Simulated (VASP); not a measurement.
Data:

```
CELL_PARAMETERS angstrom
      4.91764     0.00000     0.00000
     -2.45882     4.25880     0.00000
      0.00000     0.00000     2.96774
ATOMIC_POSITIONS crystal
  Lu 0.00000 0.00000 0.00000
  Co 0.50000 0.50000 0.50000
  Co 0.00000 0.50000 0.50000
  Co 0.50000 0.00000 0.50000
  B  0.66667 0.33333 0.00000
  B  0.33333 0.66667 0.00000
```

Computed with PBEsol GGA, VASP's PBE PAW potentials (set 64) (plane waves; VASP 6.6.1). Numerical set-up: 400 eV cut-off, 8×8×11 Γ-centred mesh, Gaussian smearing of 0.27 eV, potentials Lu_3 Co B.

At this cut-off the stress carries a Pulay error, which pulls relaxed volumes low.

Problem. Give the stress tensor in GPa (positive for a compressed cell).

Solution. 
```
-3.28   0.00   0.00
 0.00  -3.28   0.00
 0.00   0.00  -0.53
```
The pressure is its mean diagonal, -2.36 GPa.

The structure comes from a computed database's LuCo3B2 entry (P6/mmm); how it stands against other phases isn't given here. The cell was not relaxed at this level. The run is not spin-polarised, so no magnetic state was tried.
